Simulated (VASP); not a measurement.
A run of VASP 6.6.1 is set up as follows.

The input INCAR:

```
  PREC = Accurate
  ENCUT = 600
  EDIFF = 1E-6
  ISMEAR = 0
  SIGMA = 0.03
  LREAL = False
  LASPH = True
  NELM = 80
  ALGO = Normal
  ISIF = 3
  LWAVE = False
  LCHARG = False
  GGA = PS
  IBRION = 2
  NSW = 90
  EDIFFG = -0.01
```

File KPOINTS:

```
regular mesh
0
Gamma
  10 10 10
```

File POSCAR:

```
Ge
1.0
    0.0000000000      2.8289100000      2.8289100000
    2.8289100000      0.0000000000      2.8289100000
    2.8289100000      2.8289100000      0.0000000000
Ge
2
Direct
    0.0000000000      0.0000000000      0.0000000000
    0.2500000000      0.2500000000      0.2500000000
```

Potentials or basis: VASP PAW PBE potentials, release 64 (Ge_d).

Run with:

```bash
$ cat potpaw_PBE.64/Ge_d/POTCAR > POTCAR
$ mpirun -np 1 vasp_std > vasp.out
```

Problem. What does it give for the relaxed volume?

Solution. 22.85 Å³/atom.

Problem. Estimate the relaxed cell.

Solution. a = 4.013 Å, b = 4.013 Å, c = 4.013 Å, α = 60.00°, β = 60.00°, γ = 60.00°.

The path:
```csv
step,energy change (eV),largest force (eV/Å),pressure (GPa),volume (Å³)
1,0.0000,0.0000,0.59,45.28
2,-0.0006,0.0000,-0.10,45.83
3,-0.0007,0.0000,-0.02,45.70
```

Caveat: the PAW data sets were made with another functional, which shifts forces and pressure a little. Zero-point motion and thermal expansion aren't in these numbers.
